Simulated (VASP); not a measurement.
Here is the system:

```
AgCl
1.0
    0.00000     2.71648     2.71648
    2.71648     0.00000     2.71648
    2.71648     2.71648     0.00000
Ag Cl
1 1
Direct
  0.00000   0.00000   0.00000
  0.50000   0.50000   0.50000
```

Calculation: HSEsol screened hybrid, VASP's PBE PAW potentials (set 64) (plane waves; VASP). Numerical set-up: 520 eV cut-off, 6×6×6 Γ-centred mesh, Gaussian smearing of 0.050 eV, potentials Ag Cl.

### Question
Give the stress tensor in GPa (positive for a compressed cell).

### Answer

```
1.36  0.00  0.00
0.00  1.36  0.00
0.00  0.00  1.36
```
The pressure is its mean diagonal, 1.36 GPa.

The compound is AgCl in the rock salt structure. This cell is one point of a volume scan, at 0.91 of the reference volume. The cell's shape comes from a PBE relaxation.
